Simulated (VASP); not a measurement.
Here is the system:

```xyz
2
Lattice="2.9900 0.0000 0.0000 0.0000 2.9900 0.0000 0.0000 0.0000 2.9900" Properties=species:S:1:pos:R:3 pbc="T T T"
Al     1.4950     1.4950     1.4950
Ru     0.0000     0.0000     0.0000
```

The numbers are results of optB88-vdW, VASP's PBE PAW potentials (set 64) (plane waves; VASP 6.6.1), not measurements. Settings: 520 eV cut-off, 11×11×11 Γ-centred mesh, first-order Methfessel-Paxton smearing of 0.10 eV, potentials Al Ru_pv.

Problem. The ions, cell shape and volume are relaxed. Predict the relaxed structure.

Solution. 
```xyz
2
Lattice="3.0020 0.0000 0.0000 0.0000 3.0020 0.0000 0.0000 0.0000 3.0020" Properties=species:S:1:pos:R:3 pbc="T T T"
Al     1.5010     1.5010     1.5010
Ru     0.0000     0.0000     0.0000
```
Space group Pm-3m (221), at a tolerance of 0.03 Å.

Problem. How do energy and volume change from the first to the last step?

Solution. The energy (σ→0) changes by -1.2 meV/atom and the volume by +1.2 %, in 3 ionic steps.

| step | E(σ→0) (eV) | max force (eV/Å) | pressure (GPa) | volume (Å³) |
|---|---|---|---|---|
| 1 | -9.5347 | 0.000 | 2.52 | 26.73 |
| 2 | -9.5316 | 0.000 | -3.60 | 27.55 |
| 3 | -9.5372 | 0.000 | -0.02 | 27.05 |

The compound is RuAl in the CsCl type structure. This run relaxes it. Symmetry was kept, so distortions that lower it aren't found. The electron count is odd and the run is not spin-polarised, which forces a metal.
